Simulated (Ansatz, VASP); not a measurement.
# Ge2SeO (CuAu-ordered zincblende type (invented)): VASP beside Ansatz, part 2 of 2

Wanted: the spread between two codes on one cell, functional and k mesh. The cell is generated by rule, not measured, and may not be a known phase. Of the first pair: The two relaxations start from unlike cells of this crystal (the structure described is Ansatz's start), so only their ends are compared.

VASP 6.6.1 and Ansatz 0.2.0.

So far. Step 4 (Side by side): Found at a tolerance of 0.01 Å, the end structures differ in symmetry: P-4m2 in Ansatz, P4/mmm in VASP.

## (5) VASP: relaxation of cell and atoms, PBEsol, pair 2

Level of this step: PBEsol; plane waves and PAW (O, Se, Ge_d); invented cell (VASP).

The relaxed volume is the usual yardstick between codes: in a stiff, nearly cubic crystal its relative difference is about their pressure difference at one cell divided by the bulk modulus. Its start cell is another than that of the pair before, and may be another structure of the material.

INCAR

```
SYSTEM = Ge2SeO
PREC = Accurate
ENCUT = 600
EDIFF = 1E-07
NELM = 120
ISMEAR = 0
SIGMA = 0.1
LREAL = .FALSE.
ALGO = Normal
GGA = PS
NBANDS = 26
LORBIT = 11
LWAVE = .FALSE.
LCHARG = .FALSE.
ISIF = 3
IBRION = 2
NSW = 80
EDIFFG = -0.005
LASPH = .TRUE.
GGA_COMPAT = .FALSE.
NELMIN = 4
KPAR = 2
```

POSCAR

```
Ge2SeO
1.0
    4.3299640000      0.0000000000      0.0000000000
    0.0000000000      4.3299640000      0.0000000000
    0.0000000000      0.0000000000      3.8394230000
O Se Ge
1 1 2
Direct
    0.0000000000      0.0000000000      0.0000000000
    0.5000000000      0.5000000000      0.4999998698
    0.0000000000      0.5000000000      0.0344184530
    0.5000000000      0.0000000000      0.9655815470
```

KPOINTS

```
Automatic mesh
0
Gamma
10 10 12
0 0 0
```

The projector-augmented-wave data sets are O, Se and Ge_d (PBE family, release 64).

Run with:

```bash
> mpirun -np 2 vasp_std
```

Numbers of over 12 decimals in the logs are rounded to 6 here.

The log of the run:

```text
[banner, memory and clock lines left out]
running    2 mpi-ranks, on    1 nodes
[...]
[... a notice as in an earlier step ...]

 LDA part: xc-table for (Slater+PW92), standard interpolation
 POSCAR, INCAR and KPOINTS ok, starting setup
[...]
entering main loop
       N       E                     dE             d eps       ncg     rms          rms(c)
DAV:   1     0.348956005821E+03    0.34896E+03   -0.21299E+04  8928   0.391E+03
DAV:   2     0.377541511231E+02   -0.31120E+03   -0.30263E+03  7812   0.744E+02
DAV:   3    -0.192828310104E+02   -0.57037E+02   -0.55733E+02  9182   0.189E+02
DAV:   4    -0.221974808808E+02   -0.29146E+01   -0.28831E+01  8908   0.458E+01
[...]
DAV:  12    -0.204415561783E+02   -0.19299E-04   -0.86773E-05  8622   0.580E-02    0.135E-02
DAV:  13    -0.204415541579E+02    0.20204E-05   -0.66453E-06  9404   0.232E-02    0.329E-03
DAV:  14    -0.204415541318E+02    0.26009E-07   -0.57222E-07  7730   0.564E-03
   1 F= -.20441554E+02 E0= -.20439420E+02  d E =-.204416E+02
[... from here on, the cycles between the ionic steps are left out ...]
   2 F= -.20442462E+02 E0= -.20440411E+02  d E =-.907483E-03
   3 F= -.20442894E+02 E0= -.20440969E+02  d E =-.133987E-02
   4 F= -.20443163E+02 E0= -.20441290E+02  d E =-.269039E-03
   5 F= -.20443168E+02 E0= -.20441290E+02  d E =-.274411E-03
   6 F= -.20443169E+02 E0= -.20441290E+02  d E =-.274893E-03
   7 F= -.20443173E+02 E0= -.20441294E+02  d E =-.377659E-05
   8 F= -.20443183E+02 E0= -.20441306E+02  d E =-.144570E-04
[...]
reached required accuracy - stopping structural energy minimisation
```

OUTCAR, selected parts (step 5):

```text
  Total        0.0017567      0.0017567     -0.0063294      0.0000000      0.0000000      0.0000000
  in kB        0.0388412      0.0388412     -0.1399440      0.0000000      0.0000000      0.0000000
  external PRESSURE =      -0.0207539 kB  Pullay stress =       0.0000000 kB

 POSITION                                       TOTAL-FORCE (eV/Angst)
 -----------------------------------------------------------------------------------
      0.00000      0.00000      3.87703        -0.000000      0.000000      0.000000
      2.16163      2.16163      1.93851        -0.000000     -0.000000      0.000000
      0.00000      2.16163      0.12818        -0.000000     -0.000000     -0.004468
      2.16163      4.32326      3.74885         0.000000      0.000000      0.004468
 -----------------------------------------------------------------------------------
    total drift:                                0.000000      0.000000      0.000065

  FREE ENERGIE OF THE ION-ELECTRON SYSTEM (eV)
  ---------------------------------------------------
  free  energy   TOTEN  =       -20.4431833532 eV

  energy  without entropy=      -20.4394295807  energy(sigma->0) =      -20.44130647

[... 1 part as in an earlier step ...]

[... 3 further parts left out ...]
[key lines of the parts left out:]
E-fermi :   5.1744
```

## (6) Ansatz: relaxation of cell and atoms, PBEsol, pair 2

The same cell, functional, mesh and smearing now go to Ansatz, which takes its cutoff from its data sets.

The cell is taken from a series of runs on this material, whose earlier steps may have relaxed, scaled, displaced or heated it; both programs get it as it stands.

input.yaml

```yaml
crystal:
  lattice:
    - [4.3299640659, 0.0, 0.0]
    - [0.0, 4.3299640659, 0.0]
    - [0.0, 0.0, 3.8394228862]
  atoms:
    - { symbol: O, position: [0.0, 0.0, 0.0] }
    - { symbol: Se, position: [0.5, 0.5, 0.5] }
    - { symbol: Ge, position: [0.0, 0.5, 0.0344183294] }
    - { symbol: Ge, position: [0.5, 0.0, 0.9655816706] }
kpoints:
  mp_grid: { grid: [10, 10, 12] }
hamiltonian:
  xc: pbesol
scf:
  occupations: { method: gaussian, width: 0.1 }
output:
  forces: true
  stress: true
  eigenvalues: true
  write_density: true
  write_potential: true
  elf: true
  volumetric_format: npy
relax:
  adjacent_minimum: "off"
  f_tol: 0.005
  max_steps: 80
  cell: { stress_tol: 0.05 }
```

Run with:

```bash
> ansatz run input.yaml --threads 2 --pin off --max-ram 5120MiB --backend cpu --events-out ev --progress --plain --runs-dir out
```

The log of the run:

```text
[...]
Crystal: 4 atoms, lattice volume = 71.984 Å³
Basis set: ecut = 420 eV, 1421 PW (Γ), exchange–correlation on 60×60×54 points (8 copies of the dense FFT grid, shifted against one another)
Bands: 30, of which v1, the nominal top of the filled ones, is band 25 counted from 1 (24 counted from 0)
Symmetry: 8 space group operations
[...]
k-points: 147 of 1200 (time reversal used)
[...]
--- Relaxed structure (4 steps of the walk, 4 accepted, 2 SCFs on fresh bases) ---
[...]
cell:  # Å, volume = 72.4212 Å³
    - [4.321006, 0, -1.978016608005089e-18]
    - [0, 4.321006, 0]
    - [-1.7539273117454613e-18, 0, 3.878785]
  atoms:
    - { symbol: O, position: [0, 0.0, 0] }
    - { symbol: Se, position: [0.5, 0.5, 0.500000] }
    - { symbol: Ge, position: [0, 0.5, 0.032830] }
    - { symbol: Ge, position: [0.5, 0, 0.967170] }
[key lines of the parts left out:]
SCF converged after 6 iterations
Free energy (F): -14490.993278 eV
Fermi energy:    9.342713 eV
P = ⅓ Tr σ = 0.0042 GPa (0.042 kbar)
```

## (7) Comparison

What differs besides the data sets and the points named for the pairs above, as far as they apply: the data sets hold 50 valence electrons in Ansatz (on its default PAW (the set named soft_2) files) and 40 in VASP. Total energies have different zeros and are not compared.

Both answers:

| quantity | Ansatz | VASP | difference |
| --- | --- | --- | --- |
| volume (Å³) | 72.42 | 72.46 | -0.06 % |
| edge a after relaxation, in the typed setting (Å) | 4.321 | 4.323 | -0.05 % |
| edge c after relaxation, in the typed setting (Å) | 3.879 | 3.877 | +0.05 % |

## (8) Outcome

```yaml
difference_in_edge_c_after_relaxation_in_the_typed_setting_relaxation_of_cell_and_atoms_pbesol_pair_1: 2.4 %
difference_in_volume_relaxation_of_cell_and_atoms_pbesol_pair_2: -0.059 %
```

In words: The difference in edge c after relaxation, in the typed setting is 2.4 % (relaxation of cell and atoms, PBEsol, pair 1), beyond the 1.2 % picked in this series as the mark of a large difference, as far as the stopping tolerances let one tell. The data sets hold unlike numbers of valence electrons (50 in Ansatz and 40 in VASP), so part of the differences comes from the potentials. What causes the difference of the relaxation of cell and atoms, PBEsol, pair 1 pair stays open here. How closely two codes agree says nothing of how well the functional describes the real material.

[Lines on the potential files, build, host, timing and source positions are cut from VASP's logs without a mark.]

[Logs are printed without paths, hosts, clocks, repeated set-up lines and the standing remarks that a program may print on its own settings, such as how far it seeks lower states.]

[Hosts, paths, dates, database ids (printed as entryN), source tags and the programs' standing remarks are cut or masked in the printed files.]
